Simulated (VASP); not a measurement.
**SrCl2: transverse stress against strain**

SrCl2 (fluorite, Fm-3m, 27.617 Å³/atom and stress up to 0.09 GPa in the relaxed cell, cube axes along x, y and z) under an equal strain ε along x and y, with z held. PBEsol in VASP (plane waves, PAW), 480 eV, 8×8×8 Γ-centred mesh, Gaussian smearing 0.05 eV; ions are relaxed, or left where forces stay under 0.02 eV/Å, within the symmetry of each cell. Stress is positive for a compressed cell.

Here s stands for strain and y for stress zz.

| strain (%) | stress zz (GPa) |
|---|---|
| -3.00 | ? |
| -1.50 | 0.60 |
| -1.00 | 0.35 |
| -0.50 | 0.12 |
| 0.00 | -0.09 |
| 0.50 | -0.29 |
| 1.00 | -0.47 |
| 1.50 | -0.65 |

Problem. Fit y against s with a straight line, and predict the withheld value at s = -3.00.

Solution. Means: s 0, y -0.061. About the means, the sum of products is -2.9000 and the sum of squares of s is 7.0000; the slope is their ratio. Least squares gives y = -0.061 - 0.4143·s. Residuals (row less fit): 0.040, -0.003, -0.026, -0.029, -0.022, 0.005, 0.032; standard error 0.031 (degrees of freedom: 5). The slope gives the elastic constant 2C12 = 41 ± 1 GPa (± standard error of the fit, which holds the terms cut off). At the withheld row, y = -0.061 - 0.4143 × (-3.0) = 1.182 GPa. The calculation gives 1.43 GPa, 0.248 GPa above the prediction (11.9 % of the range of y in the table). The row lies outside the fitted rows, so this is an extrapolation. From the scatter of the fitted rows alone, a prediction at this place has a standard error of 0.048 GPa, so the miss is 5.2 times that.

A polynomial of degree 2 through the 12 other runs of the series gives 1.41 there, so most of the miss is curvature that the fit leaves out. Rows are the converged runs of the series near zero and its far end, less any whose ions stayed unrelaxed beside relaxed ones; series whose fitted rows scatter by over a few per cent of the range, as at a crossing or softening among them, aren't shown in this form. Most that stay on the fit to the last digits aren't either.
